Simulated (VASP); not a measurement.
Input:

```yaml
crystal:
  lattice:
    - [3.33383, 0.00000, 0.00000]
    - [0.00000, 3.33383, 0.00000]
    - [0.00000, 0.00000, 3.33383]
  atoms:
    - { symbol: In, position: [0.50000, 0.50000, 0.50000] }
    - { symbol: Pd, position: [0.00000, 0.00000, 0.00000] }
```

Computed with revPBE GGA, VASP's PBE PAW potentials (set 64) (plane waves; VASP). Settings: 520 eV cut-off, Gaussian smearing of 0.050 eV, potentials In_d Pd.

Unless said otherwise, spin-orbit coupling is left out, though it shifts the bands of the heavy elements here.

Question: What does the run give for the band gap (along the path) with the smallest direct gap where there is one?

Answer: 
The band gap (along the path) comes out as none (metal, semimetal or under 0.01 eV).

The absolute energy has meaning only against runs of the same code, potentials and settings.

The compound is PdIn in the CsCl type structure. It was relaxed first, which changed the volume by +8 %. The electron count is odd and the run is not spin-polarised, which forces a metal.
